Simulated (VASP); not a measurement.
Calculation: r2SCAN meta-GGA, VASP's PBE PAW potentials (set 64) (plane waves; VASP).

Input for VASP

INCAR:
```
SYSTEM = TeO2
PREC = Accurate; ENCUT = 520; LREAL = .FALSE.
LASPH = .TRUE.
EDIFF = 1E-6; NELM = 100; ALGO = Normal
LMAXMIX = 4; LMIXTAU = .TRUE.
ISMEAR = 0; SIGMA = 0.05
METAGGA = R2SCAN
IBRION = 2; NSW = 60; ISIF = 3
EDIFFG = -0.02
LWAVE = .FALSE.; LCHARG = .FALSE.
```

### KPOINTS
```
Automatic mesh
0
Gamma
4 4 3
0 0 0
```

**POSCAR**
```
TeO2
1
    4.7375892239     0.0000000000     0.0000000000
    0.0000000000     4.8676016847     0.0000000000
    0.0000000000     0.0000000000     7.4714192209
Te O
4 8
Direct
  0.7328297865   0.5175751628   0.3764975856
  0.7671702135   0.4824248372   0.8764975856
  0.2328297865   0.9824248372   0.6235024144
  0.2671702135   0.0175751628   0.1235024144
  0.5139841960   0.1330126158   0.9341800434
  0.9860158040   0.8669873842   0.4341800434
  0.0139841960   0.3669873842   0.0658199566
  0.4860158040   0.6330126158   0.5658199566
  0.3976561963   0.2372610289   0.3199886298
  0.1023438037   0.7627389711   0.8199886298
  0.8976561963   0.2627389711   0.6800113702
  0.6023438037   0.7372610289   0.1800113702
```

POTCAR, in this order: Te O (PBE.64 set). Program: vasp_std.

Energy and stress use the plane-wave basis of the starting cell.

Problem. What does the run give for the energy per atom (σ→0), volume per atom?

Solution. 
```json
{
  "energy per atom (σ→0)": "-13.552 eV/atom",
  "volume_per_atom": "14.91 Å^3/atom"
}
```

**OSZICAR**
```
...
DAV:   1    -0.162620884266E+03   -0.20445E-03   -0.45884E-02  1548   0.126E+00    0.160E-01
DAV:   2    -0.162620838922E+03    0.45345E-04   -0.13547E-03  1936   0.199E-01    0.332E-02
DAV:   3    -0.162620843347E+03   -0.44257E-05   -0.70158E-05  1711   0.625E-02    0.318E-02
DAV:   4    -0.162620846715E+03   -0.33675E-05   -0.25133E-05  1698   0.394E-02    0.168E-02
DAV:   5    -0.162620797460E+03    0.49255E-04   -0.41802E-05  1596   0.590E-02    0.147E-02
DAV:   6    -0.162620857049E+03   -0.59589E-04   -0.17235E-05  1596   0.347E-02    0.151E-02
DAV:   7    -0.162620857175E+03   -0.12603E-06   -0.73838E-07  1077   0.638E-03
  25 F= -.16262086E+03 E0= -.16262086E+03  d E =-.177478E-03
```

The structure comes from a computed database's TeO2 entry (P2_12_12_1); how it stands against other phases isn't given here. This run relaxes it. Symmetry was kept, so distortions that lower it aren't found. The start is the result of an earlier pass.
